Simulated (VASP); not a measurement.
GeBr and the effect of the dispersion correction

The cell as given:

Symmetry: P6_3/mmc, No. 194, hexagonal system. Conventional cell: a = 4.827 Å, b = 4.827 Å, c = 5.565 Å, α = 90.00°, β = 90.00°, γ = 120.00°. Ge (site symmetry -3m) has 2 Ge at 2.78 Å and 6 Br at 3.11 Å as nearest neighbours. Around Br (site symmetry -6m2) lie 6 Ge at 3.11 Å.

The cell comes from a database or a generator and needn't be the stable form of this composition.

Kept alike: task relaxation of cell and atoms; functional BLYP; k mesh 5 × 5 × 4; occupations fermi-dirac, width 0.05 eV; no spin polarisation. Program: VASP, PBE PAW files Br, Ge_d, 600 eV. The mesh is that of the run's cell of 4 atoms. No spin-orbit coupling.

| dispersion correction | volume (Å³/atom) | first edge of the run's cell (Å) | third edge of the run's cell (Å) |
| --- | --- | --- | --- |
| D3(zero) | 32.011 | 5.119 | 5.643 |
| D3(BJ) | 29.108 | 4.934 | 5.523 |
| D4 | 28.305 | 4.897 | 5.452 |
| none | 30.847 | 5.063 | 5.559 |

The relaxations keep at least the cell's symmetry (P6_3/mmc). For a metal such a mesh leaves the last digits unconverged. Relaxations stop with a little pressure left, so the last digits of a volume or edge aren't settled. All rows use potentials made for PBE.

Q: What does the dispersion correction change here?

A: The volume runs from 28.305 (D4) to 32.011 Å³/atom (D3(zero)). Against no correction: D3(zero) +3.8 %; D3(BJ) -5.6 %; D4 -8.2 %. A larger cell runs against the usual contraction; coefficients that follow the coordination can push outwards. The first edge of the run's cell runs from 4.897 (D4) to 5.119 Å (D3(zero)). The third edge of the run's cell runs from 5.452 (D4) to 5.643 Å (D3(zero)).
